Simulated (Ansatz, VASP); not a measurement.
## Cross-check of BH11C6N2F4 between VASP and Ansatz

One calculation is typed for both programs; each brings its own data sets. How far apart do they land? The cell is taken from a series of runs on this material, whose earlier steps may have relaxed, scaled, displaced or heated it; both programs get it as it stands.

Main program and level: Ansatz 0.2.0; plane waves, with VASP 6.6.1 beside it; single point at PBE with D3(BJ).

### 1. The starting structure

The cell holds 144 atoms: 36 C, 12 N, 66 H, 6 B and 24 F. Its edges and angles: a = 11.584 Å, b = 11.584 Å, c = 11.584 Å, α = 90.0°, β = 90.0°, γ = 90.0°.

### 2. Ansatz: single point, PBE with D3(BJ)

Ansatz runs on its default PAW (the set named soft_2) files.

A single point gives forces, pressure and levels at one fixed geometry, so differences don't come from the geometry; what else differs is listed under the comparison.

File input.yaml:

```yaml
crystal:
  lattice:
    - [11.5837, 0.0, 0.0]
    - [0.0, 11.5837, 0.0]
    - [0.0, 0.0, 11.5837]
  atoms:
    - { symbol: C, position: [0.81338, 0.79118, 0.40298] }
    - { symbol: C, position: [0.87622, 0.67671, 0.38984] }
    - { symbol: "N", position: [0.80997, 0.5817, 0.4418] }
    - { symbol: C, position: [0.73455, 0.50915, 0.38422] }
    - { symbol: C, position: [0.68622, 0.43848, 0.46548] }
    - { symbol: "N", position: [0.7324, 0.47001, 0.57064] }
    - { symbol: C, position: [0.70388, 0.41803, 0.68185] }
    - { symbol: C, position: [0.8073, 0.55693, 0.55499] }
    - { symbol: H, position: [0.72863, 0.78897, 0.36054] }
    - { symbol: H, position: [0.86421, 0.86121, 0.36514] }
    - { symbol: H, position: [0.80161, 0.81358, 0.49413] }
    - { symbol: H, position: [0.88865, 0.65344, 0.29913] }
    - { symbol: H, position: [0.96122, 0.67929, 0.43128] }
    - { symbol: H, position: [0.72189, 0.51216, 0.29145] }
    - { symbol: H, position: [0.62391, 0.36931, 0.45851] }
    - { symbol: H, position: [0.71719, 0.32482, 0.67478] }
    - { symbol: H, position: [0.61347, 0.43598, 0.70288] }
    - { symbol: H, position: [0.75975, 0.45434, 0.74861] }
    - { symbol: H, position: [0.85587, 0.60026, 0.6226] }
    - { symbol: C, position: [0.48387, 0.2308, 0.26036] }
    - { symbol: C, position: [0.39569, 0.31039, 0.20431] }
    - { symbol: "N", position: [0.28025, 0.29487, 0.25563] }
    - { symbol: C, position: [0.21451, 0.19506, 0.25175] }
    - { symbol: C, position: [0.11822, 0.21476, 0.31722] }
    - { symbol: "N", position: [0.12768, 0.32597, 0.35988] }
    - { symbol: C, position: [0.04289, 0.38456, 0.43231] }
    - { symbol: C, position: [0.22622, 0.37309, 0.32152] }
    - { symbol: H, position: [0.4627, 0.13971, 0.24481] }
    - { symbol: H, position: [0.48786, 0.24517, 0.35385] }
    - { symbol: H, position: [0.5693, 0.24838, 0.22389] }
    - { symbol: H, position: [0.4184, 0.40146, 0.21569] }
    - { symbol: H, position: [0.38782, 0.29299, 0.11166] }
    - { symbol: H, position: [0.24133, 0.12056, 0.20203] }
    - { symbol: H, position: [0.04486, 0.16038, 0.33836] }
    - { symbol: H, position: [0.08762, 0.44823, 0.48572] }
    - { symbol: H, position: [0.99908, 0.32064, 0.4864] }
    - { symbol: H, position: [0.97871, 0.4272, 0.37744] }
    - { symbol: H, position: [0.25779, 0.45894, 0.34154] }
    - { symbol: C, position: [0.5526, 0.18088, 0.83216] }
    - { symbol: C, position: [0.57164, 0.06491, 0.7743] }
    - { symbol: "N", position: [0.59178, 0.96985, 0.85704] }
    - { symbol: C, position: [0.66958, 0.88051, 0.84181] }
    - { symbol: C, position: [0.65388, 0.80496, 0.93119] }
    - { symbol: "N", position: [0.56649, 0.84979, 0.9992] }
    - { symbol: C, position: [0.52135, 0.79784, 0.10531] }
    - { symbol: C, position: [0.53009, 0.94975, 0.95309] }
    - { symbol: H, position: [0.47764, 0.17864, 0.88973] }
    - { symbol: H, position: [0.53418, 0.24479, 0.7649] }
    - { symbol: H, position: [0.62805, 0.20952, 0.88159] }
    - { symbol: H, position: [0.49551, 0.04138, 0.72323] }
    - { symbol: H, position: [0.64629, 0.06562, 0.71603] }
    - { symbol: H, position: [0.73036, 0.87854, 0.77057] }
    - { symbol: H, position: [0.69601, 0.72418, 0.95286] }
    - { symbol: H, position: [0.51614, 0.70419, 0.09415] }
    - { symbol: H, position: [0.43513, 0.83204, 0.12338] }
    - { symbol: H, position: [0.5794, 0.81756, 0.17752] }
    - { symbol: H, position: [0.46133, 0.00398, 0.98663] }
    - { symbol: C, position: [0.91882, 0.79635, 0.10668] }
    - { symbol: C, position: [0.97949, 0.90876, 0.13676] }
    - { symbol: "N", position: [0.93272, 0.00551, 0.0688] }
    - { symbol: C, position: [0.86815, 0.09768, 0.10893] }
    - { symbol: C, position: [0.8418, 0.16437, 0.01499] }
    - { symbol: "N", position: [0.89049, 0.11079, 0.91982] }
    - { symbol: C, position: [0.89192, 0.15475, 0.80172] }
    - { symbol: C, position: [0.94529, 0.01495, 0.95427] }
    - { symbol: H, position: [0.92209, 0.78003, 0.01343] }
    - { symbol: H, position: [0.82802, 0.79679, 0.13344] }
    - { symbol: H, position: [0.96403, 0.72511, 0.14908] }
    - { symbol: H, position: [0.96842, 0.93217, 0.22772] }
    - { symbol: H, position: [0.07217, 0.90316, 0.1185] }
    - { symbol: H, position: [0.84585, 0.10843, 0.19938] }
    - { symbol: H, position: [0.79376, 0.24452, 0.00762] }
    - { symbol: H, position: [0.8164, 0.20956, 0.78874] }
    - { symbol: H, position: [0.88945, 0.08251, 0.74099] }
    - { symbol: H, position: [0.97079, 0.20505, 0.78747] }
    - { symbol: H, position: [0.99285, 0.95571, 0.89936] }
    - { symbol: C, position: [0.52375, 0.72682, 0.55864] }
    - { symbol: C, position: [0.42045, 0.75295, 0.482] }
    - { symbol: "N", position: [0.37001, 0.8668, 0.50742] }
    - { symbol: C, position: [0.4268, 0.97165, 0.50032] }
    - { symbol: C, position: [0.34919, 0.05497, 0.53184] }
    - { symbol: "N", position: [0.24682, 0.99947, 0.55705] }
    - { symbol: C, position: [0.14199, 0.05545, 0.60016] }
    - { symbol: C, position: [0.26092, 0.8854, 0.54155] }
    - { symbol: H, position: [0.59433, 0.78858, 0.54545] }
    - { symbol: H, position: [0.55475, 0.63998, 0.53756] }
    - { symbol: H, position: [0.49997, 0.72755, 0.65031] }
    - { symbol: H, position: [0.44353, 0.75193, 0.39018] }
    - { symbol: H, position: [0.352, 0.68871, 0.49292] }
    - { symbol: H, position: [0.51683, 0.97928, 0.47568] }
    - { symbol: H, position: [0.35946, 0.14767, 0.54078] }
    - { symbol: H, position: [0.1559, 0.14883, 0.59641] }
    - { symbol: H, position: [0.12829, 0.02962, 0.69003] }
    - { symbol: H, position: [0.06763, 0.03124, 0.5469] }
    - { symbol: H, position: [0.1948, 0.82001, 0.554] }
    - { symbol: C, position: [0.98717, 0.42835, 0.11099] }
    - { symbol: C, position: [0.99326, 0.45994, 0.98362] }
    - { symbol: "N", position: [0.1121, 0.48472, 0.94727] }
    - { symbol: C, position: [0.20239, 0.40627, 0.94462] }
    - { symbol: C, position: [0.29893, 0.46636, 0.91349] }
    - { symbol: "N", position: [0.26563, 0.57989, 0.89795] }
    - { symbol: C, position: [0.33979, 0.67364, 0.85824] }
    - { symbol: C, position: [0.15234, 0.58935, 0.91911] }
    - { symbol: H, position: [0.89668, 0.41612, 0.13574] }
    - { symbol: H, position: [0.02496, 0.49756, 0.16347] }
    - { symbol: H, position: [0.03372, 0.34765, 0.12833] }
    - { symbol: H, position: [0.96062, 0.38968, 0.92916] }
    - { symbol: H, position: [0.9413, 0.5366, 0.96472] }
    - { symbol: H, position: [0.18979, 0.31497, 0.96106] }
    - { symbol: H, position: [0.38723, 0.4395, 0.89944] }
    - { symbol: H, position: [0.34901, 0.66791, 0.76413] }
    - { symbol: H, position: [0.42473, 0.66314, 0.89831] }
    - { symbol: H, position: [0.3008, 0.7564, 0.88246] }
    - { symbol: H, position: [0.1026, 0.66829, 0.91291] }
    - { symbol: B, position: [0.24768, 0.05654, 0.9327] }
    - { symbol: F, position: [0.15547, 0.13367, 0.91091] }
    - { symbol: F, position: [0.20718, 0.95503, 0.98522] }
    - { symbol: F, position: [0.32728, 0.11175, 0.00992] }
    - { symbol: F, position: [0.30513, 0.02945, 0.82891] }
    - { symbol: B, position: [0.23235, 0.68704, 0.25187] }
    - { symbol: F, position: [0.15447, 0.66743, 0.15968] }
    - { symbol: F, position: [0.33345, 0.62037, 0.23438] }
    - { symbol: F, position: [0.17893, 0.65267, 0.35712] }
    - { symbol: F, position: [0.26165, 0.80539, 0.25729] }
    - { symbol: B, position: [0.66967, 0.48556, 0.02925] }
    - { symbol: F, position: [0.64348, 0.42892, 0.13357] }
    - { symbol: F, position: [0.56806, 0.52733, 0.97627] }
    - { symbol: F, position: [0.72635, 0.40722, 0.95354] }
    - { symbol: F, position: [0.74461, 0.58008, 0.05279] }
    - { symbol: B, position: [0.8073, 0.12308, 0.453] }
    - { symbol: F, position: [0.76347, 0.18542, 0.35796] }
    - { symbol: F, position: [0.72317, 0.0463, 0.49603] }
    - { symbol: F, position: [0.84182, 0.20047, 0.54175] }
    - { symbol: F, position: [0.90677, 0.06019, 0.4149] }
    - { symbol: B, position: [0.38956, 0.3952, 0.58119] }
    - { symbol: F, position: [0.40108, 0.46874, 0.48462] }
    - { symbol: F, position: [0.46716, 0.30002, 0.56813] }
    - { symbol: F, position: [0.27578, 0.35196, 0.58813] }
    - { symbol: F, position: [0.41846, 0.45676, 0.68246] }
    - { symbol: B, position: [0.97603, 0.7816, 0.72164] }
    - { symbol: F, position: [0.90111, 0.87429, 0.69482] }
    - { symbol: F, position: [0.0581, 0.81896, 0.8044] }
    - { symbol: F, position: [0.03326, 0.74362, 0.62098] }
    - { symbol: F, position: [0.91085, 0.68885, 0.76884] }
kpoints:
  mp_grid: { grid: [1, 1, 1] }
hamiltonian:
  xc: pbe
  dispersion: d3bj
scf:
  occupations: { method: fixed }
output:
  forces: true
  stress: true
  populations: intrinsic
  dos:
    method: { smearing: { sigma: 0.15 } }
    de: 0.1
    projected: { site_lists: { B: [B], C: [C], F: [F], H: [H], "N": ["N"] } }
  eigenvalues: true
  write_density: true
  write_potential: true
  volumetric_format: npy
```

Started as:

```
$ ansatz run input.yaml --threads 4 --pin off --max-ram 8192MiB --backend cpu --events-out ev --progress --plain --runs-dir out
```

Numbers of over 12 decimals in the logs are rounded to 6 here.

The log of the run:

```text
Engine: ansatz 0.2.0, aarch64-unknown-linux-gnu
Pseudopotentials: kind: paw
Pseudopotential: C, paw, valence charge 4, recommended cutoff 420 eV (normal), C.paw.azcp
Pseudopotential: N, paw, valence charge 5, recommended cutoff 420 eV (normal), N.paw.azcp
Pseudopotential: H, paw, valence charge 1, recommended cutoff 420 eV (normal), H.paw.azcp
Pseudopotential: B, paw, valence charge 3, recommended cutoff 420 eV (normal), B.paw.azcp
Pseudopotential: F, paw, valence charge 7, recommended cutoff 420 eV (normal), F.paw.azcp
Functional definition: PBE
  parameter kappa = 0.804
  parameter beta = 0.066725
  exchange = pbe_x(kappa = kappa, mu = beta*pi^2/3)
  correlation = pbe_c(beta = beta)
Crystal: 144 atoms, lattice volume = 1554.325 Å³
Basis set: ecut = 420 eV, 30551 PW (Γ), exchange–correlation on 160×160×160 points (8 copies of the dense FFT grid, shifted against one another)
Bands: 372, of which v1, the nominal top of the filled ones, is band 228 counted from 1 (227 counted from 0)
Symmetry: 1 space group operations
Space group: P1 (ITA 1), of the structure as read, at distance tolerance 1.2e-4 Å
k-points: 1
Non-local potential: C, projectors of the file, l = 0: 2, l = 1: 2, l = 2: 1
Non-local potential: N, projectors of the file, l = 0: 2, l = 1: 2, l = 2: 1
Non-local potential: H, projectors of the file, l = 0: 2, l = 1: 1
Non-local potential: B, projectors of the file, l = 0: 2, l = 1: 2, l = 2: 1
Non-local potential: F, projectors of the file, l = 0: 2, l = 1: 2, l = 2: 1
PAW form: soft (Blöchl's): semilocal exchange-correlation on the pseudo side does not see the compensation charge
PAW one-centre angular grid: C, 110 points (default); XC on 64 Gauss nodes
PAW one-centre angular grid: N, 110 points (default); XC on 64 Gauss nodes
PAW one-centre angular grid: H, 110 points (default); XC on 64 Gauss nodes
PAW one-centre angular grid: B, 110 points (default); XC on 64 Gauss nodes
PAW one-centre angular grid: F, 110 points (default); XC on 64 Gauss nodes
Initial density: superposition of atomic densities (neutral atoms: chi_scale 0, normalization atom), corrected by the library's trained network
Initial wavefunctions: pseudopotential atomic-orbital guess
Functional: x = pbe(κ = 0.804, μ = 0.219515), c = pbe(β = 0.066725)
SCF iter   1: F=—  HF=-35071.283080 eV  |F-HF|=—  |Δ(HF+E_count)|=         —  Δρ=5.63e-3  dr2=5.23e-1  ethr=1.77e-3  ⟨swp⟩=5.0  Hψ=1281  notcnv=0  defer=140
preconditioner: auto → Resta (q_TF=auto, 2.224 Å⁻¹)  ε∞=2.4  [insulator: Δε(μ)=4.561 eV  Ē_g=17.149 eV  n_scr=256 (ndim 8)  ℏωp=20.1 eV  f_vac=0.254  ε∞_Penn≈2.4]
SCF iter   2: F=—  HF=-35071.198197 eV  |F-HF|=—  |Δ(HF+E_count)|=   8.49e-2  Δρ=2.55e-3  dr2=9.08e-2  ethr=1.15e-4  ⟨swp⟩=2.0  Hψ=632  notcnv=0  defer=142
SCF iter   3: F=—  HF=-35071.196031 eV  |F-HF|=—  |Δ(HF+E_count)|=   2.17e-3  Δρ=1.12e-3  dr2=2.30e-2  ethr=1.99e-5  ⟨swp⟩=2.0  Hψ=440  notcnv=0  defer=142
SCF iter   4: F=—  HF=-35071.196611 eV  |F-HF|=—  |Δ(HF+E_count)|=   5.79e-4  Δρ=2.78e-4  dr2=1.47e-3  ethr=5.04e-6  ⟨swp⟩=2.0  Hψ=438  notcnv=0  defer=142
SCF iter   5: F=—  HF=-35071.196691 eV  |F-HF|=—  |Δ(HF+E_count)|=   8.07e-5  Δρ=1.39e-4  dr2=3.39e-4  ethr=3.22e-7  ⟨swp⟩=2.0  Hψ=440  notcnv=0  defer=141
SCF iter   6: F=—  HF=-35071.196679 eV  |F-HF|=—  |Δ(HF+E_count)|=   1.25e-5  Δρ=4.22e-5  dr2=2.92e-5  ethr=7.42e-8  ⟨swp⟩=2.0  Hψ=436  notcnv=0  defer=138
SCF iter   7: F=—  HF=-35071.196517 eV  |F-HF|=—  |Δ(HF+E_count)|=   1.62e-4  Δρ=1.68e-5  dr2=4.85e-6  ethr=6.41e-9  ⟨swp⟩=2.0  Hψ=574  notcnv=0  defer=138
SCF iter   8: F=—  HF=-35071.196517 eV  |F-HF|=—  |Δ(HF+E_count)|=   4.28e-8  Δρ=5.40e-6  dr2=4.89e-7  ethr=1.06e-9  ⟨swp⟩=2.0  Hψ=438  notcnv=0  defer=138
SCF iter   9: F=-35071.196517 eV  HF=-35071.196517 eV  |F-HF|=1.83e-8  |Δ(HF+E_count)|=   7.53e-8  Δρ=2.07e-6  dr2=7.00e-8  ethr=2.19e-11  ⟨swp⟩=27.0  Hψ=3655  notcnv=0
SCF 1 converged in 9 iterations: F = -35071.196517 eV  dr2 = 7.00e-8
  greatest PAW one-centre occupation: 0.930 electrons in one spin orbital (limit 2), on the F atom at site 141 (counted from 0), in its partial waves of l = 0
[...]
atom 116  F     -0.00142622     0.00229348    -0.00253713
  atom 117  F     -0.00366007    -0.00809758     0.00583616
  atom 118  F      0.00344448     0.00729459     0.00471275
  atom 119  F      0.00128014     0.00065392    -0.00508329
  atom 120  B      0.01035463    -0.01130514    -0.00220038
  atom 121  F      0.00221283     0.00245993     0.00420008
  atom 122  F     -0.01475911     0.00616661     0.00454318
  atom 123  F      0.00793311     0.00621277    -0.01392763
  atom 124  F     -0.00636325    -0.00320227     0.00444131
  atom 125  B     -0.02514202     0.00290354    -0.00283636
  atom 126  F      0.00541659     0.00477145    -0.00629911
  atom 127  F      0.01690536    -0.00703542     0.00857510
  atom 128  F      0.00227066     0.00075236     0.00005895
  atom 129  F      0.00230225    -0.00237884     0.00130164
  atom 130  B      0.00421231     0.00634016     0.00303628
  atom 131  F      0.00440808    -0.01096192     0.01665245
  atom 132  F      0.01328997     0.01109586    -0.00879114
  atom 133  F     -0.00998776    -0.01354606    -0.01614164
  atom 134  F     -0.01437097     0.00516975     0.00501824
  atom 135  B      0.01934817    -0.01401631    -0.02840821
  atom 136  F     -0.00249518    -0.00409542     0.00980730
  atom 137  F     -0.00301300     0.01770656     0.00850045
  atom 138  F     -0.01659911     0.00118005     0.00413795
  atom 139  F      0.00199097    -0.00025490     0.00468051
  atom 140  B     -0.01563682     0.00149467    -0.00705092
  atom 141  F      0.00860871    -0.01593483     0.00196894
  atom 142  F      0.00777117    -0.00250918    -0.00233330
  atom 143  F     -0.00497506     0.00605217     0.01545781
  atom 144  F      0.00309486     0.00962760    -0.00710678
  max |Σ_I F_I| component: 1.61e-4 eV/Å
--- Stress (GPa, compression-positive) ---
       -0.271606       0.025157       0.045837
        0.025159      -0.391338      -0.195058
        0.045832      -0.195055      -0.268681
  P = ⅓ Tr σ = -0.3105 GPa (-3.105 kbar)
--- Band table (eV) ---
  k-point 0: bands = [... 224 lower, -1.2893, -1.2718, -1.2186, -1.1004, 3.4381, 3.6263, 3.7121, 3.7543, ... 140 higher]
--- intrinsic populations: 144 sites ---
  site symbol       q [e]
     0      C      4.5138
     1      C      4.2254
     2      N      5.0037
     3      C      4.1338
     4      C      4.0963
     5      N      4.9863
     6      C      4.4215
     7      C      4.0052
     8      H      0.8359
     9      H      0.8066
    10      H      0.8054
    11      H      0.8122
    12      H      0.7827
    13      H      0.7704
    14      H      0.7661
    15      H      0.8011
    16      H      0.7795
    17      H      0.7893
    18      H      0.7658
    19      C      4.5296
    20      C      4.2264
    21      N      4.9976
    22      C      4.1355
    23      C      4.1374
[...]
136      F      7.4431
   137      F      7.4437
   138      F      7.4359
   139      B      2.1515
   140      F      7.4304
   141      F      7.4235
   142      F      7.4302
   143      F      7.4391
  spilling = 0.000000 (of n_electrons = 456.000000)
```

Reading the cycles: dr2 is the Hartree energy of the density residual (eV), the measure of convergence; HF is the Harris–Foulkes estimate of the energy, which meets the free energy F at convergence.

(Part 1 of 2 ends here.)

[Lines on the potential files, build, host, timing and source positions are cut from VASP's logs without a mark.]

[Logs are printed without paths, hosts, clocks, repeated set-up lines and the standing remarks that a program may print on its own settings, such as how far it seeks lower states.]

[Hosts, paths, dates, database ids (printed as entryN), source tags and the programs' standing remarks are cut or masked in the printed files.]
